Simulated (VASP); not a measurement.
OSZICAR of a VASP run on La₂O₃ (a-type):

File OSZICAR:
```
...
DAV:   2    -0.457235277679E+02    0.12765E+01   -0.64051E+00  2496   0.220E+01    0.298E+00
DAV:   3    -0.454630757735E+02    0.26045E+00   -0.89859E-01  2136   0.127E+01    0.917E-01
DAV:   4    -0.454450895822E+02    0.17986E-01   -0.17652E-01  2576   0.402E+00    0.259E-01
DAV:   5    -0.454472404018E+02   -0.21508E-02   -0.16412E-02  2656   0.111E+00    0.208E-01
DAV:   6    -0.454484193852E+02   -0.11790E-02   -0.29816E-03  2656   0.412E-01    0.140E-01
DAV:   7    -0.454488285854E+02   -0.40920E-03   -0.43365E-03  2440   0.725E-01    0.816E-02
DAV:   8    -0.454487372900E+02    0.91295E-04   -0.11812E-03  2360   0.411E-01    0.262E-02
DAV:   9    -0.454487500527E+02   -0.12763E-04   -0.14869E-04  2328   0.101E-01    0.141E-02
DAV:  10    -0.454487468790E+02    0.31737E-05   -0.28615E-05  2472   0.524E-02    0.241E-03
DAV:  11    -0.454487470339E+02   -0.15493E-06   -0.27162E-06  1592   0.136E-02
   3 F= -.36829549E+02 E0= -.36829549E+02  d E =-.106508E+00
       N       E                     dE             d eps       ncg     rms          rms(c)
DAV:   1    -0.454390965698E+02    0.96503E-02   -0.89706E-03  1880   0.856E-01    0.121E-01
DAV:   2    -0.454388608644E+02    0.23571E-03   -0.12337E-03  2352   0.282E-01    0.375E-02
DAV:   3    -0.454388164221E+02    0.44442E-04   -0.13818E-04  2168   0.153E-01    0.139E-02
DAV:   4    -0.454388116186E+02    0.48035E-05   -0.44313E-05  2520   0.689E-02    0.434E-03
DAV:   5    -0.454388118369E+02   -0.21826E-06   -0.35259E-06  1928   0.191E-02
   4 F= -.36829634E+02 E0= -.36829634E+02  d E =-.106593E+00
       N       E                     dE             d eps       ncg     rms          rms(c)
DAV:   1    -0.454213678302E+02    0.17444E-01   -0.23469E+00  2432   0.184E+01    0.791E-01
DAV:   2    -0.454162313277E+02    0.51365E-02   -0.12000E-01  2240   0.264E+00    0.383E-01
DAV:   3    -0.454130611864E+02    0.31701E-02   -0.15433E-02  2632   0.135E+00    0.172E-01
DAV:   4    -0.454124809227E+02    0.58026E-03   -0.24196E-03  2656   0.475E-01    0.768E-02
DAV:   5    -0.454124724551E+02    0.84676E-05   -0.79569E-04  2368   0.216E-01    0.395E-02
DAV:   6    -0.454124675465E+02    0.49086E-05   -0.33874E-04  2376   0.155E-01    0.230E-02
DAV:   7    -0.454124618786E+02    0.56678E-05   -0.42282E-05  2240   0.628E-02    0.104E-02
DAV:   8    -0.454124610252E+02    0.85344E-06   -0.17658E-05  2104   0.323E-02    0.283E-03
DAV:   9    -0.454124610116E+02    0.13579E-07   -0.91828E-07  1224   0.124E-02
   5 F= -.36842464E+02 E0= -.36842464E+02  d E =-.128296E-01
       N       E                     dE             d eps       ncg     rms          rms(c)
DAV:   1    -0.454010448106E+02    0.11416E-01   -0.27386E-01  2448   0.638E+00    0.271E-01
DAV:   2    -0.454004226690E+02    0.62214E-03   -0.13938E-02  2240   0.908E-01    0.131E-01
DAV:   3    -0.454000475568E+02    0.37511E-03   -0.17348E-03  2672   0.460E-01    0.589E-02
DAV:   4    -0.453999777066E+02    0.69850E-04   -0.27437E-04  2616   0.161E-01    0.260E-02
DAV:   5    -0.453999770739E+02    0.63268E-06   -0.94468E-05  2384   0.744E-02    0.137E-02
DAV:   6    -0.453999762495E+02    0.82437E-06   -0.39593E-05  2368   0.524E-02    0.780E-03
DAV:   7    -0.453999756260E+02    0.62354E-06   -0.34188E-06  1456   0.211E-02
   6 F= -.36843420E+02 E0= -.36843420E+02  d E =-.137856E-01
       N       E                     dE             d eps       ncg     rms          rms(c)
DAV:   1    -0.454024887385E+02   -0.25125E-02   -0.14267E+00  2184   0.197E+01    0.729E-01
DAV:   2    -0.453944729171E+02    0.80158E-02   -0.61273E-02  2248   0.250E+00    0.401E-01
DAV:   3    -0.453897358994E+02    0.47370E-02   -0.14696E-02  2640   0.139E+00    0.862E-02
DAV:   4    -0.453897053646E+02    0.30535E-04   -0.11776E-03  2088   0.278E-01    0.458E-02
DAV:   5    -0.453896992776E+02    0.60869E-05   -0.12858E-04  2464   0.116E-01    0.267E-02
DAV:   6    -0.453896963712E+02    0.29064E-05   -0.43236E-05  2520   0.689E-02    0.834E-03
DAV:   7    -0.453896951543E+02    0.12169E-05   -0.82657E-06  2048   0.259E-02    0.398E-03
DAV:   8    -0.453896952060E+02   -0.51730E-07   -0.56571E-06  1656   0.188E-02
   7 F= -.36848561E+02 E0= -.36848561E+02  d E =-.514157E-02
       N       E                     dE             d eps       ncg     rms          rms(c)
DAV:   1    -0.453863528915E+02    0.33423E-02   -0.11093E+00  2176   0.174E+01    0.645E-01
DAV:   2    -0.453803730090E+02    0.59799E-02   -0.50488E-02  2264   0.227E+00    0.357E-01
DAV:   3    -0.453766460523E+02    0.37270E-02   -0.11768E-02  2656   0.124E+00    0.795E-02
DAV:   4    -0.453766126943E+02    0.33358E-04   -0.10182E-03  2096   0.256E-01    0.411E-02
DAV:   5    -0.453766079758E+02    0.47185E-05   -0.10815E-04  2408   0.106E-01    0.243E-02
DAV:   6    -0.453766056044E+02    0.23714E-05   -0.36502E-05  2528   0.626E-02    0.785E-03
DAV:   7    -0.453766046181E+02    0.98638E-06   -0.67347E-06  2000   0.229E-02
   8 F= -.36849573E+02 E0= -.36849573E+02  d E =-.615316E-02
       N       E                     dE             d eps       ncg     rms          rms(c)
DAV:   1    -0.453744689731E+02    0.21366E-02   -0.24886E+00  1792   0.166E+01    0.426E-01
DAV:   2    -0.453873449596E+02   -0.12876E-01   -0.16955E-01  2248   0.463E+00    0.262E-01
DAV:   3    -0.453860340041E+02    0.13110E-02   -0.49547E-03  2432   0.766E-01    0.156E-01
DAV:   4    -0.453854490109E+02    0.58499E-03   -0.38620E-03  2664   0.585E-01    0.493E-02
DAV:   5    -0.453854250717E+02    0.23939E-04   -0.48643E-04  2032   0.180E-01    0.343E-02
DAV:   6    -0.453854119552E+02    0.13117E-04   -0.18361E-04  2416   0.111E-01    0.146E-02
DAV:   7    -0.453854092795E+02    0.26757E-05   -0.26103E-05  2440   0.451E-02    0.555E-03
DAV:   8    -0.453854094655E+02   -0.18605E-06   -0.59136E-06  1744   0.192E-02
   9 F= -.36852576E+02 E0= -.36852576E+02  d E =-.300300E-02
       N       E                     dE             d eps       ncg     rms          rms(c)
DAV:   1    -0.453863160675E+02   -0.90679E-03   -0.14426E-01  1784   0.401E+00    0.103E-01
DAV:   2    -0.453870680512E+02   -0.75198E-03   -0.99176E-03  2232   0.112E+00    0.633E-02
DAV:   3    -0.453869899993E+02    0.78052E-04   -0.29833E-04  2384   0.191E-01    0.381E-02
DAV:   4    -0.453869555987E+02    0.34401E-04   -0.25130E-04  2672   0.148E-01    0.132E-02
DAV:   5    -0.453869535967E+02    0.20020E-05   -0.32054E-05  2112   0.458E-02    0.899E-03
DAV:   6    -0.453869525923E+02    0.10044E-05   -0.10553E-05  1872   0.279E-02    0.356E-03
DAV:   7    -0.453869523564E+02    0.23591E-06   -0.10382E-06  1120   0.170E-02
  10 F= -.36852755E+02 E0= -.36852755E+02  d E =-.318233E-02
       N       E                     dE             d eps       ncg     rms          rms(c)
DAV:   1    -0.453371903316E+02    0.49762E-01   -0.90349E-01  2032   0.863E+00    0.708E-01
DAV:   2    -0.453299164040E+02    0.72739E-02   -0.50203E-02  1952   0.203E+00    0.248E-01
DAV:   3    -0.453282465277E+02    0.16699E-02   -0.66134E-03  2392   0.104E+00    0.757E-02
DAV:   4    -0.453281246470E+02    0.12188E-03   -0.12650E-03  2608   0.355E-01    0.302E-02
DAV:   5    -0.453281321591E+02   -0.75121E-05   -0.14929E-04  2560   0.101E-01    0.188E-02
DAV:   6    -0.453281379589E+02   -0.57997E-05   -0.24208E-05  2576   0.414E-02    0.115E-02
DAV:   7    -0.453281405057E+02   -0.25468E-05   -0.12148E-05  2184   0.335E-02    0.438E-03
DAV:   8    -0.453281401329E+02    0.37279E-06   -0.38127E-06  1464   0.208E-02
  11 F= -.36852082E+02 E0= -.36852082E+02  d E =0.673444E-03
       N       E                     dE             d eps       ncg     rms          rms(c)
DAV:   1    -0.453672015961E+02   -0.39061E-01   -0.32059E-01  2024   0.511E+00    0.418E-01
DAV:   2    -0.453646686981E+02    0.25329E-02   -0.17576E-02  1944   0.121E+00    0.149E-01
DAV:   3    -0.453640679192E+02    0.60078E-03   -0.23965E-03  2368   0.627E-01    0.437E-02
DAV:   4    -0.453640264370E+02    0.41482E-04   -0.41901E-04  2616   0.205E-01    0.174E-02
DAV:   5    -0.453640289067E+02   -0.24697E-05   -0.49178E-05  2552   0.566E-02    0.107E-02
DAV:   6    -0.453640307443E+02   -0.18376E-05   -0.87266E-06  2208   0.248E-02    0.655E-03
DAV:   7    -0.453640313878E+02   -0.64355E-06   -0.29332E-06  1344   0.218E-02
  12 F= -.36853314E+02 E0= -.36853314E+02  d E =-.559412E-03
       N       E                     dE             d eps       ncg     rms          rms(c)
DAV:   1    -0.453746344332E+02   -0.10604E-01   -0.11849E-01  1768   0.387E+00    0.160E-01
DAV:   2    -0.453747718618E+02   -0.13743E-03   -0.75334E-03  2224   0.998E-01    0.909E-02
DAV:   3    -0.453745595805E+02    0.21228E-03   -0.12774E-03  2448   0.351E-01    0.328E-02
DAV:   4    -0.453745452405E+02    0.14340E-04   -0.20241E-04  2264   0.119E-01    0.123E-02
DAV:   5    -0.453745453389E+02   -0.98392E-07   -0.22457E-05  2464   0.400E-02    0.747E-03
DAV:   6    -0.453745448647E+02    0.47422E-06   -0.22650E-06  1424   0.167E-02
  13 F= -.36853437E+02 E0= -.36853437E+02  d E =-.122754E-03
       N       E                     dE             d eps       ncg     rms          rms(c)
DAV:   1    -0.453717663860E+02    0.27790E-02   -0.85687E-03  1800   0.105E+00    0.427E-02
DAV:   2    -0.453717764310E+02   -0.10045E-04   -0.54222E-04  2192   0.268E-01    0.242E-02
DAV:   3    -0.453717613024E+02    0.15129E-04   -0.91158E-05  2424   0.956E-02    0.879E-03
DAV:   4    -0.453717602392E+02    0.10633E-05   -0.14667E-05  2120   0.322E-02    0.334E-03
DAV:   5    -0.453717601602E+02    0.78952E-07   -0.10504E-06  1032   0.122E-02
  14 F= -.36853454E+02 E0= -.36853454E+02  d E =-.139699E-03
```

### Question
Which electronic solver shows in the log?

### Answer
It is blocked Davidson (ALGO = Normal, or the opening steps of other solvers). The INCAR had ALGO = Normal.

### Question
Can the final energy be trusted as converged?

### Answer
Self-consistency was reached. It stopped with EDIFF = 1E-6, NELM = 100, NSW = 40 and EDIFFG = -0.02 after 14 ionic steps (LDA (Ceperley-Alder, Perdew-Zunger), plane waves, VASP's LDA PAW potentials (set 64)). Energy and stress use the plane-wave basis of the starting cell.

The compound is La2O3 in the a-type structure. This run relaxes it under an external pressure of 20 GPa. Symmetry was kept, so distortions that lower it aren't found.
